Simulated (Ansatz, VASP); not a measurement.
**Two plane-wave programs on Mg2TaIr2**

```xyz
5
Lattice="-1.7625 1.7625 6.8358 1.7625 -1.7625 6.8358 1.7625 1.7625 -6.8358" Properties=species:S:1:pos:R:3 pbc="T T T"
Mg    1.7625    0.0000    3.4179
Mg    0.0000    1.7625    3.4179
Ta    0.0000    0.0000    0.0000
Ir    0.0000    0.0000    8.1701
Ir    0.0000    0.0000    5.5015
```

Alike in both runs: functional PBE; k mesh 6 × 6 × 6; occupations gaussian, width 0.1 eV; no spin polarisation.

Ansatz relaxed the structure, and its values are those at the end. VASP's run is a single point on that final structure, the one shown.

```csv
,VASP,Ansatz
version,VASP 6.6.1,Ansatz 0.2.0
potentials or method,"VASP PAW PBE potentials, release 64 (Mg, Ta_pv, Ir)","scalar-relativistic, plane waves, PAW"
plane-wave cutoff (eV),520,420
valence electrons in the cell,33,67
```

|  | VASP | Ansatz | Ansatz less VASP |
| --- | --- | --- | --- |
| gap on the k mesh at the Fermi level (eV) | none | none | - |
| pressure (GPa) | 0.3 | 0.2 | -0.06 |
| rms of the force components (eV/Å) | 0.009 | 0.000 | -0.0091 |

A gap of «none» marks a metal or a gap that the smearing closes. The two sets of potentials don't hold the same shells in valence.

Caveats: the k mesh is coarse (spacing up to 0.42 Å⁻¹), so the values aren't converged. Spin-orbit coupling is left out, which matters for the levels of Ir, Ta.
